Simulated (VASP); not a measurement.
VASP input:

INCAR:
```
SYSTEM  =  Au2Ir2
PREC  =  Accurate; ENCUT  =  400; LREAL  =  .False.
LASPH  =  .True.
EDIFF  =  1E-7; NELM  =  100; ALGO  =  Normal
LMAXMIX  =  6
ISMEAR  =  -5
GGA  =  PS
ISIF  =  2
LWAVE  =  .False.; LCHARG  =  .True.; LORBIT  =  11
NEDOS  =  601
LEFG  =  .True.
```

**POSCAR**
```
Au2Ir2
5.5760340
  0.0019386381   0.7071584459   0.7070525075
  0.7090961625   0.0000009215   0.7089909960
  0.3545485420   0.3545485420   0.0000000000
Ir Au
2 2
direct
  0.0000000000   1.0000000000   1.0000000000
  0.0000000000   0.5000000000   1.0000000000
  0.5000000000   0.0000000000   0.0000000000
  0.5000000000   0.5000000000   0.0000000000
```

KPOINTS:
```
Automatic mesh
0
Gamma
8 8 15
0 0 0
```

POTCAR, in this order: Ir Au (PBE.64 set). Program: vasp_std.

**Question.** Write an equivalent input for Quantum ESPRESSO's pw.x.

**Answer.** One equivalent input (not run):
```
&CONTROL
  calculation = 'scf'
  pseudo_dir = './pseudo'
  outdir = './out'
  tprnfor = .true.
  tstress = .true.
/
&SYSTEM
  ibrav = 0
  nat = 4
  ntyp = 2
  ecutwfc = 76
  occupations = 'tetrahedra'
  input_dft = 'pbesol'
/
&ELECTRONS
  conv_thr = 7.3e-09
  electron_maxstep = 100
/
ATOMIC_SPECIES
  Ir 192.217 Ir.upf
  Au 196.967 Au.upf
CELL_PARAMETERS angstrom
     0.0108099    3.9431395    3.9425488
     3.9539443    0.0000051    3.9533579
     1.9769747    1.9769747   -0.0000000
ATOMIC_POSITIONS crystal
  Ir   0.0000000  1.0000000  1.0000000
  Ir   0.0000000  0.5000000  1.0000000
  Au   0.5000000  0.0000000  0.0000000
  Au   0.5000000  0.5000000  0.0000000
K_POINTS automatic
  8 8 15 0 0 0
```
Limits of the translation: the potentials are each code's own (VASP's PAW set, PseudoDojo norm-conserving files in pw.x), so ENCUT and ecutwfc are chosen apart and not converted; conv_thr bounds pw.x's estimated SCF error, while EDIFF bounds the energy change between steps; the field gradients of LEFG aren't asked of the other code.

The structure was generated: Au2Ir2 was put into an ordered model structure (R-3m), which need not be its known phase. It was relaxed first.
